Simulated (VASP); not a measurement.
These are PBE GGA, VASP's PBE PAW potentials (set 64) (plane waves; VASP) values and carry that method's errors.

A VASP calculation is set up with these files.

**KPOINTS**
```
Automatic
0
G
17 17 17
```

**INCAR**
```
# general
SYSTEM = C
PREC   = Accurate
ENCUT  = 520   # plane-wave cut-off (eV)
LREAL  = .FALSE.
LASPH  = .TRUE.

# electronic loop
EDIFF  = 1E-6   # SCF stop (eV)
NELM   = 100   # most electronic steps
ALGO   = Normal   # blocked Davidson

# smearing
ISMEAR = 0   # Gaussian
SIGMA  = 0.05

# functional
GGA    = PE   # PBE

# ions
ISIF   = 2

# output
LWAVE  = .FALSE.
LCHARG = .FALSE.
```

POSCAR:
```
C
1
    0.0000000000     1.8191700000     1.8191700000
    1.8191700000     0.0000000000     1.8191700000
    1.8191700000     1.8191700000     0.0000000000
C
2
Direct
  0.0000000000   0.0000000000   0.0000000000
  0.2500000000   0.2500000000   0.2500000000
```

POTCAR, in this order: C (PBE.64 set). Program: vasp_std.

The resulting files:

**OUTCAR**
```
 ion  position               nearest neighbor table
   1  0.000  0.000  0.000-   2 1.58   2 1.58   2 1.58   2 1.58
   2  0.250  0.250  0.250-   1 1.58   1 1.58   1 1.58   1 1.58
  LATTYP: Found a face centered cubic cell.
 ALAT       =     3.6383400000
 Subroutine PRICEL returns:
 Original cell was already a primitive cell.
 Subroutine GETGRP returns: Found 48 space group operations
The static configuration has the point symmetry T_d .
 The point group associated with its full space group is O_h .
The dynamic configuration has the point symmetry T_d .
 Subroutine INISYM returns: Found 48 space group operations
 Subroutine IBZKPT returns following result:
 Found    165 irreducible k-points:

 Following reciprocal coordinates:
            Coordinates               Weight
  0.000000  0.000000  0.000000      1.000000
  0.058824  0.000000  0.000000      8.000000
  0.117647  0.000000  0.000000      8.000000
  0.176471  0.000000  0.000000      8.000000
  0.235294  0.000000  0.000000      8.000000
  0.294118  0.000000  0.000000      8.000000
  0.352941  0.000000  0.000000      8.000000
  0.411765  0.000000  0.000000      8.000000
...
```

### OSZICAR
```
       N       E                     dE             d eps       ncg     rms          rms(c)
DAV:   1     0.926985299377E+00    0.92699E+00   -0.49995E+03  2728   0.983E+02
DAV:   2    -0.185470314169E+02   -0.19474E+02   -0.18374E+02  4320   0.112E+02
DAV:   3    -0.186717707148E+02   -0.12474E+00   -0.12474E+00  2736   0.120E+01
DAV:   4    -0.186719690994E+02   -0.19838E-03   -0.19838E-03  3848   0.517E-01
DAV:   5    -0.186719691602E+02   -0.60814E-07   -0.60814E-07  2720   0.608E-03    0.514E+00
DAV:   6    -0.182752982547E+02    0.39667E+00   -0.30595E-01  2736   0.436E+00    0.308E+00
DAV:   7    -0.181416995844E+02    0.13360E+00   -0.34301E-01  3256   0.471E+00    0.674E-01
DAV:   8    -0.181428999001E+02   -0.12003E-02   -0.18293E-03  2864   0.484E-01    0.442E-02
DAV:   9    -0.181429239527E+02   -0.24053E-04   -0.12597E-04  3864   0.989E-02    0.268E-02
DAV:  10    -0.181429376340E+02   -0.13681E-04   -0.15433E-05  2680   0.449E-02    0.536E-03
DAV:  11    -0.181429375112E+02    0.12281E-06   -0.42410E-08  2032   0.220E-03
   1 F= -.18142938E+02 E0= -.18142938E+02  d E =-.106935E-15
```

**OUTCAR**
```
------------------------ aborting loop because EDIFF is reached ----------------------------------------
  FORCE on cell =-STRESS in cart. coord.  units (eV):
  Direction    XX          YY          ZZ          XY          YZ          ZX
  --------------------------------------------------------------------------------------
  Total       -1.5952419     -1.5952419     -1.5952419     -0.0000000     -0.0000000     -0.0000000
  in kB     -212.2693409   -212.2693409   -212.2693409     -0.0000000     -0.0000000     -0.0000000
  external PRESSURE =    -212.2693409 kB  Pullay stress =       0.0000000 kB
  volume of cell :       12.04
      direct lattice vectors                 reciprocal lattice vectors
     0.000000000  1.819170000  1.819170000    -0.274850619  0.274850619  0.274850619
     1.819170000  0.000000000  1.819170000     0.274850619 -0.274850619  0.274850619
     1.819170000  1.819170000  0.000000000     0.274850619  0.274850619 -0.274850619
 POSITION                                       TOTAL-FORCE (eV/Angst)
 -----------------------------------------------------------------------------------
      0.00000      0.00000      0.00000         0.000000      0.000000      0.000000
      0.90958      0.90958      0.90958        -0.000000     -0.000000     -0.000000
 -----------------------------------------------------------------------------------
    total drift:                                0.000000      0.000000      0.000000
  FREE ENERGIE OF THE ION-ELECTRON SYSTEM (eV)
  ---------------------------------------------------
  free  energy   TOTEN  =       -18.1429375112 eV

  energy  without entropy=      -18.1429375112  energy(sigma->0) =      -18.14293751
```
(Selected blocks of OUTCAR.)

The compound is C in the diamond structure. The cell was not relaxed at this level. The run is one of a series of settings (KPOINTS 17×17×17 Γ-centred mesh against the base run), some of them coarse on purpose.
